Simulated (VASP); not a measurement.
These are r2SCAN meta-GGA, VASP's PBE PAW potentials (set 64) (plane waves; VASP) values and carry that method's errors.

VASP ran on this input.

File POSCAR:
```
Ge
1
   -2.5571835455     2.5571835455     1.4196752043
    2.5571835455    -2.5571835455     1.4196752043
    2.5571835455     2.5571835455    -1.4196752043
Ge
2
Direct
  0.2500000000   0.7500000000   0.5000000000
  0.5000000000   0.5000000000   1.0000000000
```

INCAR:
```
! general
SYSTEM =Ge
PREC   =Accurate
ENCUT  =400
LREAL  =.False.
LASPH  =.True.

! electronic loop
EDIFF  =1E-6
NELM   =100
ALGO   =Normal
LMAXMIX=4
LMIXTAU=.True.

! smearing
ISMEAR =1
SIGMA  =0.1

! functional
METAGGA=R2SCAN

! ions
IBRION =2
NSW    =60
ISIF   =3
EDIFFG =-0.01

! output
LWAVE  =.False.
LCHARG =.False.
```

### KPOINTS
```
K-points
0
gamma
  13 13 13
```

POTCAR, in this order: Ge_d (PBE.64 set). Program: vasp_std.

What will the output report for the number of irreducible k-points (NKPTS), number of bands (NBANDS), largest plane-wave count, number of space-group operations, FFT grid (NGX, NGY, NGZ)?

| Quantity | Value |
|---|---|
| number of irreducible k-points (NKPTS) | 196 |
| number of bands (NBANDS) | 18 |
| largest plane-wave count | 705 |
| number of space-group operations | 16 |
| FFT grid (NGX, NGY, NGZ) | 28 × 28 × 28 |

The structure comes from a computed database's Ge entry (I4_1/amd); how it stands against other phases isn't given here. It was relaxed first. The start is the result of an earlier pass.
